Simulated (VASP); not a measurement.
## NiSi (relaxed from the zinc blende structure, space group F-43m): computed properties

The numbers are results of PBEsol GGA, VASP's PBE PAW potentials (set 64) (plane waves; VASP), not measurements.

```json
{
 "space_group": "F-43m (216)",
 "cell": "a = b = c = 5.0825 Å, α = β = γ = 90.00°",
 "volume_per_atom": "16.41 Å^3/atom",
 "band gap (over mesh and band path)": "none (metal, semimetal or under 0.01 eV)",
 "density": "4.39 g/cm³"
}
```

```cif
data_Ni4Si4
_chemical_formula_sum 'Ni4 Si4'
_space_group_name_H-M_alt 'F-43m'
_space_group_IT_number 216
_space_group_name_Hall 'F -4 2 3'
_cell_length_a 5.08250
_cell_length_b 5.08250
_cell_length_c 5.08250
_cell_angle_alpha 90.000
_cell_angle_beta 90.000
_cell_angle_gamma 90.000
loop_
_atom_site_label
_atom_site_type_symbol
_atom_site_symmetry_multiplicity
_atom_site_Wyckoff_symbol
_atom_site_fract_x
_atom_site_fract_y
_atom_site_fract_z
_atom_site_occupancy
Ni1 Ni 4 a 0.00000 0.00000 0.00000 1
Si1 Si 4 d 0.75000 0.75000 0.75000 1
```
(The calculation used a cell of 2 atoms; values per cell refer to that cell.)

The structure was generated: NiSi was put into the zinc blende type (F-43m), which need not be its known phase. It was relaxed first, which changed the volume by -18 %. Symmetry was kept, so distortions that lower it aren't found.
